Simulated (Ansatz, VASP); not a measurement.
# Cross-check of InAs between VASP and Ansatz, part 3 of 3

One calculation is typed for both programs; each brings its own data sets. How far apart do they land? The structure shown is the end of the Ansatz relaxation below.

VASP 6.6.1 and Ansatz 0.2.0.

So far: The structure; Ansatz: relaxation, r2SCAN; VASP: single point, r2SCAN.

**3. VASP: single point, r2SCAN (continued)**

Level of this step: r2SCAN; plane waves and PAW (As, In_d) (VASP).

Numbers of over 12 decimals in the logs are rounded to 6 here.

Parts of OUTCAR (step 3):

```text
ion  position               nearest neighbor table
   1  0.750  0.750  0.750-   2 2.65   2 2.65   2 2.65   2 2.65
   2  1.000  1.000  1.000-   1 2.65   1 2.65   1 2.65   1 2.65

  LATTYP: Found a body centered tetragonal cell.
 ALAT       =     4.3044422557
 C/A-ratio  =     1.4332865380

 Subroutine GETGRP returns: Found  8 space group operations
 (whereof  2 operations were pure point group operations)

The static configuration has the point symmetry C_1h.
 The point group associated with its full space group is D_2d.

   k-points           NKPTS =   1728   k-points in BZ     NKDIM =   1728   number of bands    NBANDS=     15

   dimension x,y,z NGX =    36 NGY =   36 NGZ =   36
   dimension x,y,z NGXF=    72 NGYF=   72 NGZF=   72

   ENCUT  =  550.0 eV  40.42 Ry    6.36 a.u.   8.29  8.29  8.23*2*pi/ulx,y,z

   NELECT =      18.0000    total number of electrons

 k-points in reciprocal lattice and weights: Points of the shifted mesh
   0.04166667  0.04166667  0.04166667       0.001
   0.04166667  0.04166667  0.12500000       0.001
   0.04166667  0.04166667  0.20833333       0.001
   0.04166667  0.04166667  0.29166667       0.001
   0.04166667  0.04166667  0.37500000       0.001
   0.04166667  0.04166667  0.45833333       0.001
   0.04166667  0.04166667  0.54166667       0.001
   0.04166667  0.04166667  0.62500000       0.001
   0.04166667  0.04166667  0.70833333       0.001
[...]
0.95833333  0.95833333  0.87500000       0.001
   0.95833333  0.95833333  0.95833333       0.001

 average (electrostatic) potential at core
       1 -54.4539       2-102.4991

 E-fermi :   4.2196

 k-point     1 :       0.0417    0.0417    0.0417
  band No.  band energies     occupation
    ...
      5     -10.7134      2.00000
      6      -8.1258      2.00000
      7       3.3847      2.00000
      8       3.8937      2.00000
      9       3.9390      2.00000
     10       4.5002      0.00000
     11       8.1869      0.00000
     12       8.2205      0.00000
     13       8.2470      0.00000
     14      11.9958      0.00000
    ...

 k-point     2 :       0.0417    0.0417    0.1250
  band No.  band energies     occupation
    ...
      5     -10.7126      2.00000
      6      -8.0296      2.00000
      7       2.4804      2.00000
      8       3.6291      2.00000
      9       3.8947      2.00000
     10       5.1796      0.00000
     11       8.1208      0.00000
     12       8.3090      0.00000
     13       8.6105      0.00000
     14      12.5283      0.00000
    ...

 k-point     3 :       0.0417    0.0417    0.2083
  band No.  band energies     occupation
    ...
      5     -10.7116      2.00000
      6      -7.8011      2.00000
      7       1.2693      2.00000
      8       3.3462      2.00000
      9       3.7070      2.00000
     10       5.5772      0.00000
     11       8.4257      0.00000
     12       8.5910      0.00000
     13       9.0605      0.00000
     14      12.6992      0.00000
    ...

  Total        0.0076260      0.0076260     -0.1778172      0.0000000     -0.0000000     -0.0000000
  in kB        0.2137735      0.2137735     -4.9846051      0.0000000     -0.0000000     -0.0000000
  external PRESSURE =      -1.5190193 kB  Pullay stress =       0.0000000 kB

  energy-cutoff  :      550.00
  volume of cell :       57.15
      direct lattice vectors                 reciprocal lattice vectors
     0.000000000  3.043700308  3.084749569    -0.164273729  0.164273729  0.162087712
     3.043700308  0.000000000  3.084749569     0.164273729 -0.164273729  0.162087712
     3.043700308  3.043700308  0.000000000     0.164273729  0.164273729 -0.162087712

 POSITION                                       TOTAL-FORCE (eV/Angst)
 -----------------------------------------------------------------------------------
      4.56551      4.56551      4.62708        -0.000000     -0.000000     -0.000000
      6.08736      6.08736      6.16945         0.000000      0.000000      0.000000
 -----------------------------------------------------------------------------------
    total drift:                               -0.001862     -0.001862      0.001288

  FREE ENERGIE OF THE ION-ELECTRON SYSTEM (eV)
  ---------------------------------------------------
  free  energy   TOTEN  =       -38.0619331355 eV

  energy  without entropy=      -38.0619331355  energy(sigma->0) =      -38.06193314

 total charge
# of ion       s       p       d       tot
------------------------------------------
    1        1.215   1.594   0.021   2.830
    2        0.834   0.731   9.887  11.453
--------------------------------------------------
tot          2.049   2.325   9.908  14.283

[... 3 further parts left out ...]
```

The gap is read on the k-mesh alone, so it is an upper bound where the band edges lie off the mesh.

**4. Differences**

Known differences besides the potentials themselves: VASP keeps PBE cores, Ansatz makes them for the functional; the data sets hold 28 valence electrons in Ansatz (on its PAW soft_1 files) and 18 in VASP; the cutoff is 500 eV in Ansatz and 550 eV in VASP; Ansatz's pressure holds a Pulay correction, VASP's none. Total energies have different zeros and are not compared.

Both answers:

```tsv
quantity	Ansatz	VASP	difference
pressure (GPa)	-0.18	-0.15	-0.02
gap on the k mesh (eV)	0.561	0.561	-0.001
```

A gap on the mesh is an upper bound, since the band edges may lie between its points.

**5. Results**

```yaml
difference_in_gap_on_the_k_mesh_single_point_r2scan: -5.6e-4 eV
```

**Reading.** The difference in gap on the k mesh is -5.6e-4 eV (single point, r2SCAN), within the 0.08 eV picked in this series as the mark of a large difference. The data sets hold unlike numbers of valence electrons (28 in Ansatz and 18 in VASP), so part of the differences may come from the potentials. Such differences can come from data sets, numerical settings and the points named under the comparisons, not from the functional's error against experiment.

[Lines on the potential files, build, host, timing and source positions are cut from VASP's logs without a mark.]

[Logs are printed without paths, hosts, clocks, repeated set-up lines and the standing remarks that a program may print on its own settings, such as how far it seeks lower states.]

[Hosts, paths, dates, database ids (printed as entryN), source tags and the programs' standing remarks are cut or masked in the printed files.]
